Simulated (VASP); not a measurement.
Input:

```yaml
crystal:
  lattice:
    - [4.14775, 0.00000, 0.00000]
    - [0.00000, 4.14775, 0.00000]
    - [0.00000, 0.00000, 4.14775]
  atoms:
    - { symbol: Ca, position: [0.00000, 0.00000, 0.00000] }
    - { symbol: B, position: [0.79824, 0.50000, 0.50000] }
    - { symbol: B, position: [0.50000, 0.20176, 0.50000] }
    - { symbol: B, position: [0.50000, 0.79824, 0.50000] }
    - { symbol: B, position: [0.20176, 0.50000, 0.50000] }
    - { symbol: B, position: [0.50000, 0.50000, 0.79824] }
    - { symbol: B, position: [0.50000, 0.50000, 0.20176] }
```

All values below come from PBE GGA, VASP's PBE PAW potentials (set 64) (plane waves; VASP). Run with 520 eV cut-off, 6×6×6 Γ-centred mesh, tetrahedra with Blöchl corrections, potentials Ca_sv B.

The cores are frozen, which limits the accuracy of field gradients.

Problem. Give the principal components of the electric field gradient (V/Å²) and the asymmetry η at each nucleus.

Solution. 
| atom | Vxx | Vyy | Vzz | η |
|---|---|---|---|---|
| Ca1 | 0.0 | 0.0 | 0.0 | - |
| B2 | 7.6 | 7.6 | -15.2 | 0.00 |
| B3 | 7.6 | 7.6 | -15.2 | 0.00 |
| B4 | 7.6 | 7.6 | -15.2 | 0.00 |
| B5 | 7.6 | 7.6 | -15.2 | 0.00 |
| B6 | 7.6 | 7.6 | -15.2 | 0.00 |
| B7 | 7.6 | 7.6 | -15.2 | 0.00 |

The compound is CaB6 in the cab6 structure. It was relaxed first.
